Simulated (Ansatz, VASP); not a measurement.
# Ca2CdMoO6: VASP beside Ansatz, part 2 of 2

Wanted: the spread between two codes on one cell, functional and k mesh. The cell is invented: As first built, before any earlier steps moved the atoms (in the runner's words): Ca for Ba in the Ba2CdMoO6 structure of space group Fm-3m. It may not be a known or stable phase. The two relaxations start from unlike cells of this crystal (the structure described is Ansatz's start), so only their ends are compared.

VASP 6.6.1 and Ansatz 0.2.0.

So far: Starting point; VASP: relaxation of cell and atoms, PBE.

**3. Ansatz: relaxation of cell and atoms, PBE**

Level of this step: Ansatz beside VASP: Kohn-Sham DFT, plane waves, PBE (Ansatz).

Ansatz runs on its default PAW (the set named soft_2) files.

Its own start cell and the same functional, mesh and smearing now go to Ansatz, which takes its cutoff from its data sets.

Contents of input.yaml:

```yaml
crystal:
  lattice:
    - [0.0, 4.0184142553, 4.0184142553]
    - [4.0184142553, 0.0, 4.0184142553]
    - [4.0184142553, 4.0184142553, 0.0]
  atoms:
    - { symbol: Ca, position: [0.25, 0.25, 0.25] }
    - { symbol: Ca, position: [0.75, 0.75, 0.75] }
    - { symbol: Cd, position: [0.5, 0.5, 0.5] }
    - { symbol: Mo, position: [0.0, 0.0, 0.0] }
    - { symbol: O, position: [0.769951, 0.230049, 0.230049] }
    - { symbol: O, position: [0.230049, 0.769951, 0.769951] }
    - { symbol: O, position: [0.230049, 0.769951, 0.230049] }
    - { symbol: O, position: [0.769951, 0.230049, 0.769951] }
    - { symbol: O, position: [0.230049, 0.230049, 0.769951] }
    - { symbol: O, position: [0.769951, 0.769951, 0.230049] }
kpoints:
  mp_grid: { grid: [6, 6, 6] }
scf:
  occupations: { method: gaussian, width: 0.03 }
hamiltonian:
  xc: pbe
output:
  forces: true
  stress: true
relax:
  f_tol: 0.02
  max_steps: 60
  cell: {}
```

Command:

```bash
> ansatz run input.yaml --threads 2 --pin off --max-ram 4096MiB --backend cpu --events-out ev --progress --plain --runs-dir out
```

Numbers of over 12 decimals in the logs are rounded to 6 here.

The program printed:

```text
Engine: ansatz 0.2.0, aarch64-unknown-linux-gnu
Pseudopotentials: kind: paw
Pseudopotential: Ca, paw, valence charge 10, recommended cutoff 420 eV (normal), Ca.paw.azcp
Pseudopotential: Cd, paw, valence charge 20, recommended cutoff 420 eV (normal), Cd.paw.azcp
Pseudopotential: Mo, paw, valence charge 14, recommended cutoff 420 eV (normal), Mo.paw.azcp
Pseudopotential: O, paw, valence charge 6, recommended cutoff 420 eV (normal), O.paw.azcp
Functional definition: PBE
  parameter kappa = 0.804
  parameter beta = 0.066725
  exchange = pbe_x(kappa = kappa, mu = beta*pi^2/3)
  correlation = pbe_c(beta = beta)
Crystal: 10 atoms, lattice volume = 129.776 Å³
Basis set: ecut = 420 eV, 2637 PW (Γ), exchange–correlation on 80×80×80 points (8 copies of the dense FFT grid, shifted against one another)
Bands: 55, of which v1, the nominal top of the filled ones, is band 45 counted from 1 (44 counted from 0)
Symmetry: 48 space group operations
Space group: Fm-3m (ITA 225), of the structure as read, at distance tolerance 5.1e-5 Å
k-points: 16 of 216
Non-local potential: Ca, projectors of the file, l = 0: 3, l = 1: 2, l = 2: 2
Non-local potential: Cd, projectors of the file, l = 0: 3, l = 1: 2, l = 2: 2, l = 3: 1
Non-local potential: Mo, projectors of the file, l = 0: 3, l = 1: 2, l = 2: 2, l = 3: 1
Non-local potential: O, projectors of the file, l = 0: 2, l = 1: 2, l = 2: 1
PAW form: soft (Blöchl's): semilocal exchange-correlation on the pseudo side does not see the compensation charge
PAW one-centre angular grid: Ca, 110 points (default); XC on 64 Gauss nodes
PAW one-centre angular grid: Cd, 590 points (default); XC on 64 Gauss nodes
PAW one-centre angular grid: Mo, 590 points (default); XC on 64 Gauss nodes
PAW one-centre angular grid: O, 110 points (default); XC on 64 Gauss nodes
Initial density: superposition of atomic densities (neutral atoms: chi_scale 0, normalization atom), corrected by the library's trained network
Initial wavefunctions: pseudopotential atomic-orbital guess
Functional: x = pbe(κ = 0.804, μ = 0.219515), c = pbe(β = 0.066725)
SCF iter   1: F=—  HF=-20254.165458 eV  |F-HF|=—  |Δ(HF+E_count)|=         —  Δρ=2.16e-3  dr2=1.12e-2  ethr=1.77e-3  ⟨swp⟩=8.6  Hψ=3919  notcnv=0  defer=1
preconditioner: auto → Resta (q_TF=auto, 2.567 Å⁻¹)  ε∞=5.2  [insulator: Δε(μ)=2.312 eV  Ē_g=13.348 eV  σ=0.030 eV  W_gap=1.00  n_scr=26 (ndim 8)  ℏωp=27.3 eV  f_vac=0.016  D(μ)=0.00/eV (n_scr^D=0)  ε∞_Penn≈5.2]
SCF iter   2: F=—  HF=-20254.165797 eV  |F-HF|=—  |Δ(HF+E_count)|=   3.39e-4  Δρ=1.13e-3  dr2=1.53e-3  ethr=1.24e-5  ⟨swp⟩=2.3  Hψ=1704  notcnv=0  defer=33
SCF iter   3: F=—  HF=-20254.165738 eV  |F-HF|=—  |Δ(HF+E_count)|=   5.90e-5  Δρ=5.76e-4  dr2=4.22e-4  ethr=1.70e-6  ⟨swp⟩=2.0  Hψ=1199  notcnv=0  defer=33
SCF iter   4: F=—  HF=-20254.165760 eV  |F-HF|=—  |Δ(HF+E_count)|=   2.19e-5  Δρ=2.55e-4  dr2=1.09e-4  ethr=4.69e-7  ⟨swp⟩=2.0  Hψ=1000  notcnv=0  defer=33
SCF iter   5: F=—  HF=-20254.165748 eV  |F-HF|=—  |Δ(HF+E_count)|=   1.23e-5  Δρ=5.31e-5  dr2=5.68e-6  ethr=1.21e-7  ⟨swp⟩=2.0  Hψ=1174  notcnv=0  defer=33
SCF iter   6: F=—  HF=-20254.165789 eV  |F-HF|=—  |Δ(HF+E_count)|=   4.14e-5  Δρ=1.83e-5  dr2=3.57e-7  ethr=6.32e-9  ⟨swp⟩=2.0  Hψ=1500  notcnv=0  defer=33
SCF iter   7: F=-20254.165789 eV  HF=-20254.165789 eV  |F-HF|=1.12e-9  |Δ(HF+E_count)|=   6.28e-8  Δρ=5.20e-6  dr2=2.25e-8  ethr=1.11e-10  ⟨swp⟩=4.0  Hψ=2737  notcnv=0
SCF 1 converged in 7 iterations: F = -20254.165789 eV  dr2 = 2.25e-8
  greatest PAW one-centre occupation: 1.000 electrons in one spin orbital (limit 2), on the Cd atom at site 2 (counted from 0), in its partial waves of l = 1
relax step   1: F+E_penalty+E_count = -20254.16578925 eV  Δ(F+E_penalty+E_count) = +0.000e0 eV  max|allowed force component| = 1.773e0 eV/Å  Δτ_max = 0.0000 Å  P = +12.349 GPa  Ω = 129.776 Å³  (7 SCF iters, dr2 threshold 1.00e-7 eV, accepted)
[...]
relax step   4: F+E_penalty+E_count = -20254.55855311 eV  Δ(F+E_penalty+E_count) = -3.590e-2 eV  max|allowed force component| = 1.769e-2 eV/Å  Δτ_max = 0.0000 Å  P = +0.404 GPa  Ω = 137.454 Å³  stress off target by 4.04e-1 GPa  SCF on the basis re-selected at this cell (its energy is not comparable with the rows above)  (7 SCF iters)
[...]
relax step   5: F+E_penalty+E_count = -20254.55786003 eV  Δ(F+E_penalty+E_count) = +6.931e-4 eV  max|allowed force component| = 5.601e-3 eV/Å  Δτ_max = 0.0004 Å  P = +0.052 GPa  Ω = 137.801 Å³  energy of the carried Pulay correction = -1.158e-3 eV  (5 SCF iters, dr2 threshold 4.08e-7 eV, accepted)
[...]
relax step   6: F+E_penalty+E_count = -20254.55771926 eV  Δ(F+E_penalty+E_count) = +1.408e-4 eV  max|allowed force component| = 7.236e-4 eV/Å  Δτ_max = 0.0001 Å  P = -0.002 GPa  Ω = 137.845 Å³  energy of the carried Pulay correction = -1.307e-3 eV  (5 SCF iters, dr2 threshold 6.67e-9 eV, accepted)
[...]
relax step   7: F+E_penalty+E_count = -20254.55884043 eV  Δ(F+E_penalty+E_count) = -1.121e-3 eV  max|allowed force component| = 7.205e-4 eV/Å  Δτ_max = 0.0000 Å  P = +0.004 GPa  Ω = 137.845 Å³  stress off target by 4.46e-3 GPa  SCF on the basis re-selected at this cell (its energy is not comparable with the rows above)  (5 SCF iters)
basis re-selected at this cell: Δ(F+E_penalty+E_count) = -1.121e-3 eV, ΔP = +0.006 GPa vs the last step (what re-selecting the basis moved, of the pressure what is left beyond the Pulay correction that the steps carried, after the strain that the cell walked since its last selection, with what the two solves' SCF thresholds leave and, on support functions, any second-order correction that the steps lacked; it is no m [...]
SCF converged after 5 iterations
Free energy (F): -20254.558840 eV
Harris-Foulkes:  -20254.558840 eV  (|F-HF|=2.18e-11)
Internal energy: -20254.558840 eV  (E = F + TS)
E sigma→0 (E₀):  -20254.558840 eV
Fermi energy:    9.780498 eV
--- Per-component energies (eV) ---
  E_band       = -890.186870
  E_kinetic    = 2545.334554
  E_local      = -8349.018070  (includes V_loc(G=0)·N_el)
  E_nonlocal   = 587.305280
  E_hartree    = 3355.097330
  E_xc         = -1077.467190
  E_vxc        = -1357.839055  (∫ρ·V_xc dr)
  E_paw        = -9948.289223  (= ΣΔE_a)
  E_vpaw       = -1026.178830  (= ΣTr[D̂ρ^β])
  E_aug_tail   = 0.014440  (compensation charges beyond the density's cutoff)
  E_ewald      = -7367.535960
  E_smearing   = -0.000000  (= −TS)
  E_closure    = -0.000000  (closes the sum)
  Σ components = -20254.558840   (vs F -20254.558840, Δ=0.00e0)
--- Forces (eV/Å), atoms counted from 1 ---
  atom   1  Ca     0.00000000     0.00000000     0.00000000
  atom   2  Ca    -0.00000000    -0.00000000    -0.00000000
  atom   3  Cd     0.00000000    -0.00000000     0.00000000
  atom   4  Mo     0.00000000    -0.00000000    -0.00000000
  atom   5  O     -0.00072046     0.00000000     0.00000000
  atom   6  O      0.00072046    -0.00000000    -0.00000000
  atom   7  O      0.00000000    -0.00072046     0.00000000
  atom   8  O     -0.00000000     0.00072046    -0.00000000
  atom   9  O      0.00000000     0.00000000    -0.00072046
  atom  10  O     -0.00000000    -0.00000000     0.00072046
  max |Σ_I F_I| component: 2.89e-17 eV/Å
--- Stress (GPa, compression-positive) ---
        0.004462      -0.000000      -0.000000
        0.000000       0.004462      -0.000000
       -0.000000      -0.000000       0.004462
  P = ⅓ Tr σ = 0.0045 GPa (0.045 kbar)
--- Relaxed structure (5 steps of the walk, 5 accepted, 2 SCFs on fresh bases) ---
  F+E_penalty+E_count = -20254.55884043 eV   max|allowed force component| = 7.205e-4 eV/Å   (the final SCF, on the basis selected at the relaxed cell)
  cell:  # Å, volume = 137.8452 Å³
    - [0, 4.100032, 4.100032]
    - [4.100032, 0, 4.100032]
    - [4.100032, 4.100032, 0]
  atoms:
    - { symbol: Ca, position: [0.250000, 0.250000, 0.250000] }
    - { symbol: Ca, position: [0.750000, 0.750000, 0.750000] }
    - { symbol: Cd, position: [0.500000, 0.500000, 0.500000] }
    - { symbol: Mo, position: [1.1804120240634512e-19, 0, 0] }
    - { symbol: O, position: [0.767486, 0.232514, 0.232514] }
    - { symbol: O, position: [0.232514, 0.767486, 0.767486] }
    - { symbol: O, position: [0.232514, 0.767486, 0.232514] }
    - { symbol: O, position: [0.767486, 0.232514, 0.767486] }
    - { symbol: O, position: [0.232514, 0.232514, 0.767486] }
    - { symbol: O, position: [0.767486, 0.767486, 0.232514] }
```

**4. Comparison**

Known differences besides the potentials themselves: the data sets hold 90 valence electrons in Ansatz (on its default PAW (the set named soft_2) files) and 82 in VASP; the cutoff is 420 eV in Ansatz and 600 eV in VASP; Ansatz adds a Pulay correction to the stress that steers its cell, VASP none. Total energies have different zeros and are not compared.

The two programs side by side:

```
                                         quantity  Ansatz    VASP  difference
                                      volume (Å³)  137.85  138.48     -0.46 %
edge a after relaxation, in the typed setting (Å)   5.798   5.807     -0.15 %
```

**5. Summary of results**

```yaml
difference_in_volume_relaxation_of_cell_and_atoms_pbe: -0.46 %
```

**Reading.** The difference in volume is -0.46 % (relaxation of cell and atoms, PBE), within the 1.2 % picked in this series as the mark of a large difference, as far as the stopping tolerances let one tell. The data sets hold unlike numbers of valence electrons (90 in Ansatz and 82 in VASP), so part of the differences comes from the potentials. Such differences can come from data sets, numerical settings and the points named under the comparisons, not from the functional's error against experiment.

[Lines on the potential files, build, host, timing and source positions are cut from VASP's logs without a mark.]

[Logs are printed without paths, hosts, clocks, repeated set-up lines and the standing remarks that a program may print on its own settings, such as how far it seeks lower states.]

[Hosts, paths, dates, database ids (printed as entryN), source tags and the programs' standing remarks are cut or masked in the printed files.]
